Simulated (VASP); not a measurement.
Four VASP jobs (plane waves, PAW):

A. KTaO₃ (cubic perovskite), 5 atoms, vdW-DF2, static run, 520 eV, 6×6×6 Γ-centred mesh
B. SrTe (rock salt), 2 atoms, PBEsol, static run, 520 eV, 7×7×7 Γ-centred mesh
C. Ge (diamond), 2 atoms, SCAN, static run, 520 eV, 8×8×8 Γ-centred mesh
D. Be$_{2}$C (antifluorite), 3 atoms, PBE-D3(BJ), static run, 520 eV, 9×9×9 Γ-centred mesh

Times come from single runs on busy shared machines, so they are rough: good to a factor of about 2.

Problem. Order them by core time, cheapest first.

Solution. D (4 core-seconds), B (10 core-seconds), A (40 core-seconds), C (3 core-minutes)
